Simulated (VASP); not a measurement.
Level of theory: PBEsol GGA, VASP's PBE PAW potentials (set 64) (plane waves; VASP).

VASP ran on this input.

### INCAR
```
! general
SYSTEM  = HfSiO4
PREC    = Accurate
ENCUT   = 520
LREAL   = .FALSE.   ! projection in real space or not
LASPH   = .TRUE.   ! aspherical one-centre terms

! electronic loop
EDIFF   = 1E-6   ! SCF stop (eV)
NELM    = 100
ALGO    = Normal
LMAXMIX = 6   ! l cut-off of mixed one-centre charges

! smearing
ISMEAR  = 0
SIGMA   = 0.05   ! width (eV)

! functional
GGA     = PS

! ions
IBRION  = 2   ! conjugate gradients
NSW     = 60
ISIF    = 3   ! ions, shape and volume
EDIFFG  = -0.02   ! ionic stop

! output
LWAVE   = .FALSE.
LCHARG  = .FALSE.
```

KPOINTS:
```
Regular mesh
0
gamma
 5 5 5
0 0 0
```

File POSCAR:
```
HfSiO4
1.0
 -3.2779386234   3.2779386234   2.9794708327
  3.2779386234  -3.2779386234   2.9794708327
  3.2779386234   3.2779386234  -2.9794708327
Hf Si O
2 2 8
Direct
  0.0000000000   0.0000000000   0.0000000000
  0.7500000000   0.2500000000   0.5000000000
  0.2500000000   0.7500000000   0.5000000000
  0.5000000000   0.5000000000   0.0000000000
  0.1321311346   0.3178217247   0.8143094099
  0.0678217247   0.7535123148   0.6856905901
  0.5035123148   0.3178217247   0.1856905901
  0.0678217247   0.3821311346   0.3143094099
  0.6178688654   0.9321782753   0.6856905901
  0.6821782753   0.8678688654   0.1856905901
  0.2464876852   0.9321782753   0.3143094099
  0.6821782753   0.4964876852   0.8143094099
```

POTCAR, in this order: Hf_pv Si O (PBE.64 set). Program: vasp_std.

Q: What will the output report for the number of irreducible k-points (NKPTS), number of bands (NBANDS), largest plane-wave count, number of space-group operations, FFT grid (NGX, NGY, NGZ)?

A: 
```yaml
number of irreducible k-points (NKPTS): 18
number of bands (NBANDS): 45
largest_plane_wave_count: 3467
number_of_space_group_operations: 16
FFT grid (NGX, NGY, NGZ): 42 × 42 × 42
```

The structure comes from a computed database's HfSiO4 entry (I4_1/amd); how it stands against other phases isn't given here. This run relaxes it. Symmetry was kept, so distortions that lower it aren't found. The start is the result of an earlier pass.
